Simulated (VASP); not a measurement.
BaTe (rock salt), at 1.04 of the tabulated volume:

```
CELL_PARAMETERS angstrom
      0.00000     3.54606     3.54606
      3.54606     0.00000     3.54606
      3.54606     3.54606     0.00000
ATOMIC_POSITIONS crystal
  Ba 0.00000 0.00000 0.00000
  Te 0.50000 0.50000 0.50000
```

The lowest empty band near X, direction across the valley's axis, from PBE with spin-orbit coupling in VASP (PAW); its two spin partners are averaged. The gap over the points computed is 1.33 eV, and the next band on that side lies 2.76 eV away at the edge.

Settings: 400 eV cut-off, 7×7×7 Γ-centred mesh, Gaussian smearing of 0.050 eV, potentials Ba_sv Te.

```
distance from the edge in k (1/Å)  distance in energy (meV)
---------------------------------  ------------------------
0.018                                                   4.6
0.025                                                   8.9
0.035                                                  17.3
0.050                                                  35.1
0.070                                                  68.1
```

### Question
Fit E(1 + αE) = ħ²k²/2m* (ħ²/2m0 = 3.810 eV Å²) and predict the row at 0.095 1/Å.

### Answer
Least squares on the energies gives the electron mass m* = 0.268 m0 and α = 0.33 per eV, and so 123.2 meV. The run gave 123.4 meV, +0.2 meV from the fit.

Left out are points under 3 meV from the edge, since the levels carry 0.1 meV, and points farther than half the way to the next band.

The compound is BaTe in the rock salt structure. The cell was not relaxed at this level.
